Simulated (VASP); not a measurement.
Data:

```
CELL_PARAMETERS angstrom
      1.90939    -3.30717     0.00000
      1.90939     3.30717     0.00000
      0.00000     0.00000    12.36323
ATOMIC_POSITIONS crystal
  La 0.00000 0.00000 0.50000
  La 0.00000 0.00000 0.00000
  La 0.33333 0.66667 0.25000
  La 0.66667 0.33333 0.75000
```

Computed with RPBE GGA, VASP's PBE PAW potentials (set 64) (plane waves; VASP). Run with 520 eV cut-off, 10×10×3 Γ-centred mesh, tetrahedra with Blöchl corrections, potentials La.

Predict the energy per atom (σ→0), band gap (on the k-mesh) with the smallest direct gap where there is one.

* **band gap (on the k-mesh)**: none (metal, semimetal or under 0.01 eV)
* **energy per atom (σ→0)**: -4549 meV/atom

Total energies compare only between runs with the same potentials, cut-off and functional.

The compound is La in the dhcp structure. It was relaxed first.
